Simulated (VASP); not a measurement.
Input:

```
Cs2O
1.0
    2.05983     1.18924     6.74324
   -2.05983     1.18924     6.74324
    0.00000    -2.37849     6.74324
Cs O
2 1
Direct
  0.25850   0.25850   0.25850
  0.74150   0.74150   0.74150
  0.00000   0.00000   0.00000
```

Method: PBEsol GGA, VASP's PBE PAW potentials (set 64) (plane waves; VASP). Run with 520 eV cut-off, 7×7×7 Γ-centred mesh, tetrahedra with Blöchl corrections, potentials Cs_sv O.

The cores are frozen, which limits the accuracy of field gradients.

### Question
Give the principal components of the electric field gradient (V/Å²) and the asymmetry η at each nucleus.

### Answer

```tsv
atom	Vxx	Vyy	Vzz	η
Cs1	-29.7	-29.7	59.4	0.00
Cs2	-29.7	-29.7	59.4	0.00
O3	0.5	0.5	-1.1	0.00
```

The structure comes from a computed database's Cs2O entry (R-3m); how it stands against other phases isn't given here. It was relaxed first.
